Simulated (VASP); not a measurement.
An input for Quantum ESPRESSO's pw.x (written as the equivalent of a VASP run, and not itself run):

```
&CONTROL
  calculation = 'scf'
  pseudo_dir = './pseudo'
  outdir = './out'
  tprnfor = .true.
  tstress = .true.
/
&SYSTEM
  ibrav = 0
  nat = 2
  ntyp = 2
  ecutwfc = 60.3
  occupations = 'smearing'
  smearing = 'gaussian'
  degauss = 0.003675
  input_dft = 'vdw-df2-b86r'
/
&ELECTRONS
  conv_thr = 7.3e-09
  electron_maxstep = 100
/
ATOMIC_SPECIES
  Tl 204.380 Tl.upf
  Br 79.904 Br.upf
CELL_PARAMETERS angstrom
     3.8912077    0.0000000    0.0000000
     0.0000000    3.8912077    0.0000000
     0.0000000    0.0000000    3.8912077
ATOMIC_POSITIONS crystal
  Tl   0.0000000  0.0000000  0.0000000
  Br   0.5000000  0.5000000  0.5000000
K_POINTS automatic
  7 7 7 0 0 0
```

Question: Translate this input to VASP (INCAR, KPOINTS, POSCAR, choice of POTCAR).

Answer: One answer among several that fit: 
### INCAR
```
# general
SYSTEM  =TlBr
PREC    =Accurate
ENCUT   =520   # plane-wave cut-off (eV)
LREAL   =.False.
LASPH   =.True.   # aspherical one-centre terms

# electronic loop
EDIFF   =1E-7   # SCF stop (eV)
NELM    =100
ALGO    =Normal
LMAXMIX =4

# smearing
ISMEAR  =0   # Gaussian
SIGMA   =0.05   # width (eV)

# functional
GGA     =MK
LUSE_VDW=.True.
AGGAC   =0.0
PARAM1  =0.1234568
PARAM2  =0.7114
ZAB_VDW =-1.8867

# ions
ISIF    =2

# output
LWAVE   =.False.
LCHARG  =.False.
```

**KPOINTS**
```
Automatic mesh
0
Gamma
7 7 7
0 0 0
```

POSCAR:
```
TlBr
1
    3.8912076682     0.0000000000     0.0000000000
    0.0000000000     3.8912076682     0.0000000000
    0.0000000000     0.0000000000     3.8912076682
Tl Br
1 1
Direct
  0.0000000000   0.0000000000   0.0000000000
  0.5000000000   0.5000000000   0.5000000000
```

POTCAR, in this order: Tl_d Br (PBE.64 set). Program: vasp_std.

Limits of the translation: the potentials are each code's own (VASP's PAW set, PseudoDojo norm-conserving files in pw.x), so ENCUT and ecutwfc are chosen apart and not converted; conv_thr bounds pw.x's estimated SCF error, while EDIFF bounds the energy change between steps.

The compound is TlBr in the CsCl type structure. This cell is one point of a volume scan, at 0.94 of the reference volume.
